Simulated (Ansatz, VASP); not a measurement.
**One calculation of BiB, two programs**

File POSCAR:

```
BiB
1.0
   -0.1399148191      2.7680051931      2.7680051931
    2.7680051931     -0.1399148191      2.7680051931
    2.7680051931      2.7680051931     -0.1399148191
B Bi
1 1
Direct
   -0.0024959353     -0.0024959353     -0.0024959353
    0.2524959353      0.2524959353      0.2524959353
```

File INCAR.step1:

```
ALGO     = Normal         # electronic algorithm
EDIFF    = 1E-4           # SCF threshold, eV
ENCUT    = 520            # plane-wave cutoff, eV
GGA      = PE             # functional
ISMEAR   = -1             # smearing method
LASPH    = True           # aspherical terms in the spheres
LCHARG   = False          # write CHGCAR
LREAL    = False          # projectors in reciprocal space
LWAVE    = True           # write WAVECAR
NBANDS   = 16             # bands
NELM     = 60             # most SCF steps
PREC     = Accurate       # precision mode
SIGMA    = 0.02           # smearing width, eV
```

Contents of INCAR.step2:

```
ALGO     = Normal         # electronic algorithm
EDIFF    = 1E-6           # SCF threshold, eV
ENCUT    = 520            # plane-wave cutoff, eV
ISIF     = 2              # what is computed and relaxed
ISMEAR   = -1             # smearing method
ISTART   = 1            
LASPH    = True           # aspherical terms in the spheres
LCHARG   = True           # write CHGCAR
LELF     = True           # ELF
LMIXTAU  = True         
LREAL    = False          # projectors in reciprocal space
LVHAR    = True         
LWAVE    = False          # write WAVECAR
METAGGA  = R2SCAN         # meta-GGA
NBANDS   = 16             # bands
NELM     = 60             # most SCF steps
PREC     = Accurate       # precision mode
SIGMA    = 0.02           # smearing width, eV
```

The input KPOINTS:

```
k-points
0
Gamma
  8 8 8
```

Input for Ansatz:

```yaml
crystal:
  lattice:
    - [-0.1399148191, 2.7680051931, 2.7680051931]
    - [2.7680051931, -0.1399148191, 2.7680051931]
    - [2.7680051931, 2.7680051931, -0.1399148191]
  atoms:
    - { symbol: B, position: [-0.0024959353, -0.0024959353, -0.0024959353] }
    - { symbol: Bi, position: [0.2524959353, 0.2524959353, 0.2524959353] }
kpoints:
  mp_grid: { grid: [8, 8, 8] }
  band_path:
    path:
      - [0.0, 0.0, 0.0]
      - [-0.5, -0.5, 0.0]
      - [-0.375, -0.375, 0.25]
      - [-0.375, 0.0, 0.375]
      - [0.0, 0.0, 0.5]
      - [-0.5, -0.25, 0.25]
      - [-0.022135, 0.0, 0.022135]
      - [0.5, 0.5, 0.5]
    npoints: 1
hamiltonian:
  xc: r2scan
scf:
  occupations: { method: fermi_dirac, width: 0.02 }
  n_extra_bands: 4
output:
  forces: true
  stress: true
  eigenvalues: true
```

Change from the starting cell: epitaxial_111 strain +5.9%.

Alike in both runs: task single point; functional r2SCAN; k mesh 8 × 8 × 8; occupations fermi-dirac, width 0.02 eV; no spin polarisation.

|  | VASP | Ansatz |
| --- | --- | --- |
| version | VASP 6.6.1 | Ansatz 0.2.0 |
| potentials or method | VASP PAW PBE potentials, release 64 (B, Bi_d) | plane waves, PAW |
| plane-wave cutoff (eV) | 520 | 500 |
| valence electrons in the cell | 18 | 18 |

VASP gave:

| Item | Value |
| --- | --- |
| pressure (GPa) | -5.8 |
| largest component of the traceless stress (GPa) | 2.90 |
| rms of the force components (eV/Å) | 0.004 |

**Question.** Which values does Ansatz return?

**Answer.** Pressure (GPa): -5.8; largest component of the traceless stress (GPa): 2.90; rms of the force components (eV/Å): 0.002.

Atom by atom the forces differ by 0.002 eV/Å (rms over components). With one functional, cell and mesh, what is left measures potentials, basis and numerics.

Caveats: the PAW data sets were made with another functional, which shifts forces and pressure a little (VASP); spin-orbit coupling is left out, which moves the levels of the heavy elements.
